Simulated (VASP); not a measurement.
An input for Ansatz (written as the equivalent of a VASP run, and not itself run):

Ansatz 0.2 input:
```yaml
crystal:
  lattice:
    - [4.1658200, -2.2750000, 0.0000000]
    - [4.1658200, 2.2750000, 0.0000000]
    - [2.9234170, 0.0000000, 3.7394270]
  atoms:
    - { symbol: Bi, position: [0.2340000, 0.2340000, 0.2340000] }
    - { symbol: Bi, position: [0.7660000, 0.7660000, 0.7660000] }
kpoints:
  mp_grid: { grid: [9, 9, 9] }
hamiltonian:
  xc: r2scan
  pseudopotentials: { kind: paw }
scf:
  occupations: { method: methfessel_paxton, width: 0.1 }
  max_iter: 100
relax:
  max_steps: 60
  f_tol: 0.01
  cell: {}
output: { forces: true, stress: true, eigenvalues: true }
```

Q: Translate this input to VASP (INCAR, KPOINTS, POSCAR, choice of POTCAR).

A: Several could match; the one computed here: 
### INCAR
```
! general
SYSTEM  = Bi
PREC    = Accurate
ENCUT   = 400
LREAL   = .FALSE.
LASPH   = .TRUE.

! electronic loop
EDIFF   = 1E-6
NELM    = 100
ALGO    = Normal   ! blocked Davidson
LMAXMIX = 4   ! l cut-off of mixed one-centre charges
LMIXTAU = .TRUE.

! smearing
ISMEAR  = 1
SIGMA   = 0.1   ! width (eV)

! functional
METAGGA = R2SCAN

! ions
IBRION  = 2
NSW     = 60
ISIF    = 3   ! ions, shape and volume
EDIFFG  = -0.01   ! ionic stop

! output
LWAVE   = .FALSE.
LCHARG  = .FALSE.
```

### KPOINTS
```
Regular mesh
0
G
 9 9 9
0 0 0
```

### POSCAR
```
Bi
1
    4.1658200000    -2.2750000000     0.0000000000
    4.1658200000     2.2750000000     0.0000000000
    2.9234170000     0.0000000000     3.7394270000
Bi
2
Direct
  0.2340000000   0.2340000000   0.2340000000
  0.7660000000   0.7660000000   0.7660000000
```

POTCAR, in this order: Bi_d (PBE.64 set). Program: vasp_std.

The two are equivalent in intent, not identical: each code has its own PAW files, so the cut-off isn't converted (ENCUT is set for VASP's; basis.ecutwfc is left out, and Ansatz then takes the one that its files recommend); Ansatz stops its SCF on the density residual and VASP on the energy change (EDIFF).

The compound is Bi in the a7 structure. This run relaxes it. Symmetry was kept, so distortions that lower it aren't found.
